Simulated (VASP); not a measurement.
AlSiMo6, 8 atoms in the cell. The structure is cubic, space group Pm-3 (No. 200). The conventional cell has a = 4.922 Å, b = 4.922 Å, c = 4.922 Å, α = 90.00°, β = 90.00°, γ = 90.00°. Al (site symmetry m-3) is surrounded by 12 Mo at 2.76 Å. Si (site symmetry m-3) has 12 Mo at 2.75 Å as nearest neighbours. Mo (site symmetry mm2) has 2 Mo at 2.44 to 2.48 Å and 2 Si at 2.75 Å and 2 Al at 2.76 Å as nearest neighbours. The cell comes from a database or a generator and needn't be the stable form of this composition.

* Program: VASP 6.6.1
* Task: single point
* Functional: r2SCAN
* Potentials or basis: VASP PAW PBE potentials, release 64 (Al, Si, Mo_sv)
* Cutoff: 520 eV
* k mesh: 4 × 4 × 4
* Occupations: gaussian, width 0.1 eV
* Spin: no spin polarisation
* Dipole correction: no
* Further INCAR settings: ALGO = Normal; EDIFF = 1e-06; NBANDS = 56

Potentials or basis: VASP PAW PBE potentials, release 64 (Al, Si, Mo_sv).

Launch:

```bash
$ cat potpaw_PBE.64/Al/POTCAR potpaw_PBE.64/Si/POTCAR potpaw_PBE.64/Mo_sv/POTCAR > POTCAR
$ cp INCAR.step1 INCAR
$ mpirun -np 1 vasp_std > vasp.out
$ cp INCAR.step2 INCAR
$ mpirun -np 1 vasp_std > vasp.out
```

Hardware: 1 thread of AMD EPYC 7R13 Processor (Zen 3), on a shared host.

Question: Estimate the wall time of this run.

Answer: Run time: 5.3 min on 1 thread of AMD EPYC 7R13 Processor (Zen 3) (shared host), peak memory 0.25 GiB. Counts: scf iterations 11, k points 11.
